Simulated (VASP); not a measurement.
Computed with MS2 meta-GGA, VASP's PBE PAW potentials (set 64) (plane waves; VASP 6.6.1).

The input files of a VASP run:

**KPOINTS**
```
Regular mesh
0
Gamma
8 8 8
0 0 0
```

### INCAR
```
# general
SYSTEM   =  PbSe
PREC     =  Accurate
ENCUT    =  520
LREAL    =  F   # projection in real space or not
LASPH    =  T

# electronic loop
EDIFF    =  1E-7
NELM     =  100   # most electronic steps
ALGO     =  Normal   # blocked Davidson
LMAXMIX  =  4   # l cut-off of mixed one-centre charges
LMIXTAU  =  T

# smearing
ISMEAR   =  0
SIGMA    =  0.05

# functional
METAGGA  =  MS2

# ions
ISIF     =  2   # forces and stress, cell fixed

# output
LWAVE    =  F
LCHARG   =  F
```

**POSCAR**
```
PbSe
1
    0.0000000000     3.0362236379     3.0362236379
    3.0362236379     0.0000000000     3.0362236379
    3.0362236379     3.0362236379     0.0000000000
Pb Se
1 1
Direct
  0.0000000000   0.0000000000   0.0000000000
  0.5000000000   0.5000000000   0.5000000000
```

POTCAR, in this order: Pb_d Se (PBE.64 set). Program: vasp_std.

The run wrote:

OSZICAR:
```
       N       E                     dE             d eps       ncg     rms          rms(c)
DAV:   1     0.155372110027E+03    0.15537E+03   -0.88313E+03   812   0.132E+03
DAV:   2     0.669818998943E+01   -0.14867E+03   -0.14575E+03   830   0.325E+02
DAV:   3    -0.391562857137E+01   -0.10614E+02   -0.10462E+02  1106   0.939E+01
DAV:   4    -0.410857217560E+01   -0.19294E+00   -0.19276E+00   862   0.149E+01
DAV:   5    -0.411478546873E+01   -0.62133E-02   -0.62131E-02  1164   0.258E+00    0.580E+00
DAV:   6     0.112494781787E+02    0.15364E+02   -0.27224E+01   986   0.119E+02    0.313E+00
DAV:   7     0.107324105140E+02   -0.51707E+00   -0.50475E-01   830   0.114E+01    0.215E+00
DAV:   8     0.105322711991E+02   -0.20014E+00   -0.12425E+00   902   0.130E+01    0.797E-01
DAV:   9     0.107848740104E+02    0.25260E+00   -0.80902E-01   812   0.972E+00    0.565E-01
DAV:  10     0.107799498702E+02   -0.49241E-02   -0.68021E-02   908   0.477E+00    0.458E-01
DAV:  11     0.107808071449E+02    0.85727E-03   -0.60629E-02   974   0.499E+00    0.731E-02
DAV:  12     0.107792874973E+02   -0.15196E-02   -0.65656E-03   956   0.157E+00    0.102E-01
DAV:  13     0.107799356957E+02    0.64820E-03   -0.16956E-03   956   0.821E-01    0.347E-02
DAV:  14     0.107796090223E+02   -0.32667E-03   -0.28694E-04   848   0.276E-01    0.114E-02
DAV:  15     0.107796137940E+02    0.47718E-05   -0.42460E-05   868   0.864E-02    0.720E-03
DAV:  16     0.107796049251E+02   -0.88689E-05   -0.10980E-05   860   0.396E-02    0.341E-03
DAV:  17     0.107796058993E+02    0.97419E-06   -0.24715E-06  1028   0.250E-02    0.307E-03
DAV:  18     0.107796059943E+02    0.94978E-07   -0.10726E-06   848   0.185E-02    0.226E-03
DAV:  19     0.107796039644E+02   -0.20299E-05   -0.54279E-07   854   0.125E-02    0.578E-04
DAV:  20     0.107796044351E+02    0.47070E-06   -0.11109E-07   612   0.587E-03    0.351E-04
DAV:  21     0.107796044596E+02    0.24464E-07   -0.69425E-09   430   0.131E-03
   1 F= 0.10779604E+02 E0= 0.10779605E+02  d E =-.178410E-06
```

File OUTCAR:
```
------------------------ aborting loop because EDIFF is reached ----------------------------------------
  FORCE on cell =-STRESS in cart. coord.  units (eV):
  Direction    XX          YY          ZZ          XY          YZ          ZX
  --------------------------------------------------------------------------------------
  Total        0.6092140      0.6092140      0.6092140     -0.0000000     -0.0000000      0.0000000
  in kB       17.4360931     17.4360931     17.4360931     -0.0000000     -0.0000000      0.0000000
  external PRESSURE =      17.4360931 kB  Pullay stress =       0.0000000 kB
  volume of cell :       55.98
      direct lattice vectors                 reciprocal lattice vectors
     0.000000000  3.036223638  3.036223638    -0.164678252  0.164678252  0.164678252
     3.036223638  0.000000000  3.036223638     0.164678252 -0.164678252  0.164678252
     3.036223638  3.036223638  0.000000000     0.164678252  0.164678252 -0.164678252
  FREE ENERGIE OF THE ION-ELECTRON SYSTEM (eV)
  ---------------------------------------------------
  free  energy   TOTEN  =        10.7796044596 eV

  energy  without entropy=       10.7796046380  energy(sigma->0) =       10.77960455
```
(Selected blocks of OUTCAR.)

The compound is PbSe in the rock salt structure. This cell is one point of a volume scan, at 0.97 of the reference volume.
